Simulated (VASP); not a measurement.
Here is the system:

```
CELL_PARAMETERS angstrom
      0.00000     2.15518     2.15518
      2.15518     0.00000     2.15518
      8.61459     8.61459     0.00612
ATOMIC_POSITIONS crystal
  V  0.00000 0.00000 0.00000
  N  0.51737 0.51737 0.11197
  N  0.50685 0.50685 0.36986
  N  0.49315 0.49315 0.63014
  N  0.48263 0.48263 0.88803
  Nb 0.01187 0.01187 0.24109
  Nb 0.00000 0.00000 0.50000
  Nb 0.98813 0.98813 0.75891
```

These are PBEsol GGA, VASP's PBE PAW potentials (set 64) (plane waves; VASP) values and carry that method's errors. Settings: 520 eV cut-off, 14×14×4 Γ-centred mesh, tetrahedra with Blöchl corrections, potentials V_sv N Nb_sv.

Task: Estimate the energy per atom (σ→0), band gap (on the k-mesh) with the smallest direct gap where there is one.

Result: 
```yaml
band gap (on the k-mesh): none (metal, semimetal or under 0.01 eV)
energy per atom (σ→0): -10.762 eV/atom
```

The structure was generated: Nb3VN4 was put into an ordered model structure (R-3m), which need not be its known phase. It was relaxed first. The run is not spin-polarised, so no magnetic state was tried. VASP warned that the highest band is occupied, so more bands are needed.
